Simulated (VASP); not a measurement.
VASP ran on this input.

### INCAR
```
ALGO = Normal
EDIFF = 1E-6
EDIFFG = -0.02
ENCUT = 400
GGA = PS
IBRION = 2
ISIF = 3
ISMEAR = 0
LASPH = .TRUE.
LCHARG = .FALSE.
LMAXMIX = 4
LREAL = .FALSE.
LWAVE = .FALSE.
NELM = 100
NSW = 60
PREC = Accurate
SIGMA = 0.05
SYSTEM = MgCdTe2
```

File POSCAR:
```
MgCdTe2
1
    2.2902198557     1.3222591542     7.4382571511
   -2.2902198557     1.3222591542     7.4382571511
    0.0000000000    -2.6445183083     7.4382571511
Mg Cd Te
1 1 2
Direct
  0.5008171407   0.5008171407   0.5008171407
  0.9994754566   0.9994754566   0.9994754566
  0.8735001052   0.8735001052   0.8735001052
  0.3761932974   0.3761932974   0.3761932974
```

### KPOINTS
```
Automatic mesh
0
Gamma
5 5 5
0 0 0
```

POTCAR, in this order: Mg Cd Te (PBE.64 set). Program: vasp_std.

Task: Translate this PBEsol calculation to Quantum ESPRESSO's pw.x.

Result: One equivalent input (not run):
```
&CONTROL
  calculation = 'vc-relax'
  pseudo_dir = './pseudo'
  outdir = './out'
  tprnfor = .true.
  tstress = .true.
  nstep = 60
  forc_conv_thr = 0.00078
/
&SYSTEM
  ibrav = 0
  nat = 4
  ntyp = 3
  ecutwfc = 102
  occupations = 'smearing'
  smearing = 'gaussian'
  degauss = 0.003675
  input_dft = 'pbesol'
/
&ELECTRONS
  conv_thr = 7.3e-08
  electron_maxstep = 100
/
&IONS
/
&CELL
/
ATOMIC_SPECIES
  Mg 24.305 Mg.upf
  Cd 112.414 Cd.upf
  Te 127.600 Te.upf
CELL_PARAMETERS angstrom
     2.2902199    1.3222592    7.4382572
    -2.2902199    1.3222592    7.4382572
     0.0000000   -2.6445183    7.4382572
ATOMIC_POSITIONS crystal
  Mg   0.5008171  0.5008171  0.5008171
  Cd   0.9994755  0.9994755  0.9994755
  Te   0.8735001  0.8735001  0.8735001
  Te   0.3761933  0.3761933  0.3761933
K_POINTS automatic
  5 5 5 0 0 0
```
The two are equivalent in intent, not identical: the potentials are each code's own (VASP's PAW set, PseudoDojo norm-conserving files in pw.x), so ENCUT and ecutwfc are chosen apart and not converted; conv_thr bounds pw.x's estimated SCF error, while EDIFF bounds the energy change between steps; forc_conv_thr acts on force components and is met together with etot_conv_thr.

The structure comes from a computed database's MgCdTe2 entry (R3m); how it stands against other phases isn't given here. This run relaxes it. Symmetry was kept, so distortions that lower it aren't found. The start is the result of an earlier pass.
